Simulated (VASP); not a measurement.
Here is the system:

```
HgS
1.0
    0.00000     2.73294     2.73294
    2.73294     0.00000     2.73294
    2.73294     2.73294     0.00000
Hg S
1 1
Direct
  0.00000   0.00000   0.00000
  0.50000   0.50000   0.50000
```

These are PBEsol GGA, VASP's PBE PAW potentials (set 64) (plane waves; VASP) values and carry that method's errors. Numerical set-up: 400 eV cut-off, Gaussian smearing of 0.050 eV, potentials Hg S.

Unless said otherwise, spin-orbit coupling is left out, though it shifts the bands of the heavy elements here.

Q: Estimate the band gap (along the path) with the smallest direct gap where there is one.

A: 
The band gap (along the path) is none (metal, semimetal or under 0.01 eV).

Only differences to runs with the same potentials and settings are physical.

The structure was generated: HgS was put into the rock salt type (Fm-3m), which need not be its known phase. It was relaxed first, which changed the volume by +22 %.
